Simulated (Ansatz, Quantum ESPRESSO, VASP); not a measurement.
# YHg2 (P1, 3 atoms in the cell) computed with different codes at matched settings

Self-consistent single point, at a second geometry (atoms moved at random). First geometry:

```xyz
3
Lattice="4.8015 0.0000 0.0000 -2.4008 4.1582 0.0000 0.0000 0.0000 3.4346" Properties=species:S:1:pos:R:3 pbc="T T T"
Y      0.0000     0.0000     0.0000
Hg     0.0000     2.7722     1.7173
Hg     2.4008     1.3861     1.7173
```

Second geometry:
```
YHg2
1.0
    4.80153     0.00000     0.00000
   -2.40077     4.15825     0.00000
    0.00000     0.00000     3.43464
Y Hg
1 2
Direct
  0.00413   0.99949   0.00922
  0.32973   0.66200   0.49088
  0.66614   0.33851   0.49989
```

Shared settings, as Ansatz (a first-principles code) writes them: kpoints.mp_grid.grid = 9 9 11; scf.occupations.method = fermi_dirac; scf.occupations.width = 0.136 eV. Potentials and cutoffs stand in the table.

```csv
code,model,ΔF from the first geometry (meV/atom),pressure (GPa),largest force (eV/Å),cutoff
VASP,"PBEsol, VASP's PBE PAW potentials (set 64)",3.9,0.97,0.337,300 eV
Quantum ESPRESSO,"PBEsol, GBRV 1.5 ultrasoft (PBESOL) pseudopotentials",3.8,1.13,0.327,40 Ry
Ansatz,"PBEsol, default PAW files made with PBE",3.8,1.06,0.324,420 eV
```

Size of the force on each atom (eV/Å): Sizes of forces hide their directions.

```csv
code,Y1,Hg2,Hg3
VASP,0.176,0.306,0.337
Quantum ESPRESSO,0.173,0.296,0.327
Ansatz,0.174,0.294,0.324
```

On Ansatz's run: spin-orbit coupling is off.

The spread over the programs that give each value: ΔF from the first geometry within 0.1 meV/atom; pressure within 0.16 GPa; largest force within 0.013 eV/Å.

Ansatz's pressure is given at a fixed set of plane waves, as the other plane-wave codes print theirs; with its correction for the finite basis it is 1.09 GPa.

VASP's run is marked for a possible Pulay error in its stress at this cutoff; no cutoff test was made.

The starting cell comes from a database of computed structures (which also holds hypothetical and non-ambient phases and stackings), without a prior relaxation at this level. Its lattice was rescaled by a random factor within 2.5 % of one. For this run, on top of that: atoms moved at random.

Left out of this page: SIESTA (not drawn, or without a comparable value).

Keys are those of Ansatz 0.2.
